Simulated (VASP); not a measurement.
Method: PBEsol GGA, VASP's PBE PAW potentials (set 64) (plane waves; VASP).

VASP input:

**KPOINTS**
```
K-points
0
G
13 13 13
```

INCAR:
```
ALGO=Normal
EDIFF=1E-6
EDIFFG=-0.01
ENCUT=400
GGA=PS
IBRION=2
ISIF=3
ISMEAR=1
LASPH=.True.
LCHARG=.False.
LMAXMIX=4
LREAL=.False.
LWAVE=.False.
NELM=100
NSW=60
PREC=Accurate
SIGMA=0.1
SYSTEM=Tc
```

File POSCAR:
```
Tc
1
    2.4982060747     0.0000000000     0.0000000000
    0.0000000000     2.4982060747    -0.0000000000
    0.0000000000     0.0000000000     2.4982060747
Tc
1
Direct
  0.0000000000   0.0000000000   0.0000000000
```

POTCAR, in this order: Tc_pv (PBE.64 set). Program: vasp_std.

What VASP printed:

OSZICAR:
```
       N       E                     dE             d eps       ncg     rms          rms(c)
DAV:   1     0.960127767766E+02    0.96013E+02   -0.72059E+03  1758   0.989E+02
DAV:   2    -0.923655524586E+01   -0.10525E+03   -0.10270E+03  1758   0.300E+02
DAV:   3    -0.106897389547E+02   -0.14532E+01   -0.14435E+01  1798   0.435E+01
DAV:   4    -0.106966093765E+02   -0.68704E-02   -0.68700E-02  1764   0.327E+00
DAV:   5    -0.106966638981E+02   -0.54522E-04   -0.54521E-04  1802   0.283E-01    0.166E+01
DAV:   6    -0.102111695322E+02    0.48549E+00   -0.10076E+00  1708   0.126E+01    0.589E+00
DAV:   7    -0.101588659299E+02    0.52304E-01   -0.14278E-01  1756   0.448E+00    0.119E+00
DAV:   8    -0.101546162224E+02    0.42497E-02   -0.60647E-03  1708   0.100E+00    0.572E-02
DAV:   9    -0.101544927656E+02    0.12346E-03   -0.14152E-04  1764   0.161E-01    0.209E-02
DAV:  10    -0.101544920297E+02    0.73585E-06   -0.20174E-06  1720   0.153E-02
   1 F= -.10154492E+02 E0= -.10153985E+02  d E =-.101545E+02
```

OUTCAR:
```
------------------------ aborting loop because EDIFF is reached ----------------------------------------
  FORCE on cell =-STRESS in cart. coord.  units (eV):
  Direction    XX          YY          ZZ          XY          YZ          ZX
  --------------------------------------------------------------------------------------
  Total        0.0017222      0.0017222      0.0017222      0.0000000      0.0000000     -0.0000000
  in kB        0.1769735      0.1769735      0.1769735      0.0000000      0.0000000     -0.0000000
  external PRESSURE =       0.1769735 kB  Pullay stress =       0.0000000 kB
  volume of cell :       15.59
      direct lattice vectors                 reciprocal lattice vectors
     2.498206075  0.000000000  0.000000000     0.400287234  0.000000000  0.000000000
     0.000000000  2.498206075  0.000000000     0.000000000  0.400287234  0.000000000
     0.000000000  0.000000000  2.498206075     0.000000000  0.000000000  0.400287234
 POSITION                                       TOTAL-FORCE (eV/Angst)
 -----------------------------------------------------------------------------------
      0.00000      0.00000      0.00000         0.000000      0.000000      0.000000
 -----------------------------------------------------------------------------------
    total drift:                                0.000000      0.000000      0.000000
  FREE ENERGIE OF THE ION-ELECTRON SYSTEM (eV)
  ---------------------------------------------------
  free  energy   TOTEN  =       -10.1544920297 eV

  energy  without entropy=      -10.1529713624  energy(sigma->0) =      -10.15398514

 reached required accuracy - stopping structural energy minimisation
```
(Selected blocks of OUTCAR.)

The structure was generated: Tc was put into the simple-cubic type (Pm-3m), which need not be its known phase. It was relaxed first. The start is the result of an earlier pass.
